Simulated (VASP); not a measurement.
Consider the following.

```xyz
2
Lattice="0.0000 2.3150 2.3150 2.3150 0.0000 2.3150 2.3150 2.3150 0.0000" Properties=species:S:1:pos:R:3 pbc="T T T"
Na     0.0000     0.0000     0.0000
F      2.3150     2.3150     2.3150
```

Computed with PBE GGA, VASP's PBE PAW potentials (set 64) (plane waves; VASP). Run with 400 eV cut-off, 6×6×6 Γ-centred mesh, Fermi-Dirac smearing of 0.050 eV, potentials Na_pv F.

### Question
Give the energies of bands 5 to 8 at the high-symmetry points, in eV from the valence-band maximum.

### Answer

```
band     Γ      X      U      L      W
----  ----  -----  -----  -----  -----
5     0.00  -1.28  -1.05  -1.59  -0.87
6     0.00  -0.41  -0.83  -0.26  -0.87
7     0.00  -0.41  -0.37  -0.26  -0.57
8     6.33  13.20  12.87  10.82  13.27
```

The gap is direct, 6.33 eV, from the valence maximum at Γ to the conduction minimum at Γ.

The structure is a typed NaF crystal (Fm-3m). The cell was not relaxed at this level.
